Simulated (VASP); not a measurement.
Set up this calculation in VASP 6.6.1, as the native input.

```
Task                   : single point
Functional             : PBE
Potentials or basis    : VASP PAW PBE potentials, release 64 (B, As)
Cutoff                 : 520 eV
k mesh                 : 10 × 10 × 10
Occupations            : gaussian, width 0.02 eV
Spin                   : no spin polarisation
Dipole correction      : no
Further INCAR settings : ALGO = Fast; EDIFF = 1e-07; NBANDS = 11
```

The structure of BAs lies in POSCAR:

```
BAs
1.0
    0.0000000000      2.3299997265      2.3299997265
    2.3299997265      0.0000000000      2.3299997265
    2.3299997265      2.3299997265      0.0000000000
B As
1 1
Direct
    0.0000000000      0.0000000000      0.0000000000
    0.2500000000      0.2500000000      0.2500000000
```

One way to write it, as run:

INCAR

```
  PREC = Accurate
  ENCUT = 520
  EDIFF = 1E-7
  ISMEAR = 0
  SIGMA = 0.02
  LREAL = F
  LASPH = T
  NELM = 100
  ALGO = Fast
  ISIF = 2
  LWAVE = F
  LCHARG = T
  GGA = PE
  LELF = T
  LVHAR = T
  NBANDS = 11
```

KPOINTS

```
Automatic mesh
0
Gamma
  10 10 10
```

Potentials or basis: VASP PAW PBE potentials, release 64 (B, As).

Launch:

```console
$ cat potpaw_PBE.64/B/POTCAR potpaw_PBE.64/As/POTCAR > POTCAR
$ mpirun -np 1 vasp_std > vasp.out
```

Results of the run:

```yaml
Pressure: 16.0 GPa
Band_gap_on_the_k_mesh: 1.10 eV, indirect (least direct gap 3.37 eV)
```

Caveat: so large a pressure means that the cell lies far from this level's equilibrium, or that cutoff or potentials fall short.

Run time: 28 s on 1 thread of Intel(R) Xeon(R) Platinum 8175M CPU @ 2.50GHz (Skylake/Cascade Lake), with other jobs on the host, peak memory 0.15 GiB.
